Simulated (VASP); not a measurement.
Here is the system:

```yaml
crystal:
  lattice:
    - [3.84524, 0.00000, -0.00366]
    - [0.00000, 3.86426, 0.00000]
    - [-1.82695, 0.00000, 6.51012]
  atoms:
    - { symbol: Ta, position: [0.64798, 0.00000, 0.79233] }
    - { symbol: Ta, position: [0.35202, 0.00000, 0.20767] }
    - { symbol: O, position: [0.66404, 0.50000, 0.79930] }
    - { symbol: O, position: [0.33596, 0.50000, 0.20070] }
    - { symbol: O, position: [0.18909, 0.00000, 0.87045] }
    - { symbol: O, position: [0.81091, 0.00000, 0.12955] }
    - { symbol: O, position: [0.50000, 0.00000, 0.50000] }
```

All values below come from PBEsol GGA, VASP's PBE PAW potentials (set 64) (plane waves; VASP). Settings: 520 eV cut-off, 7×7×4 Γ-centred mesh, tetrahedra with Blöchl corrections, potentials Ta_pv O.

What does the run give for the energy per atom (σ→0)?

```
Quantity                         Value
---------------------  ---------------
energy per atom (σ→0)  -10.161 eV/atom
```

Only differences to runs with the same potentials and settings are physical.

The structure comes from a computed database's Ta2O5 entry (P2/m); how it stands against other phases isn't given here. It was relaxed first.
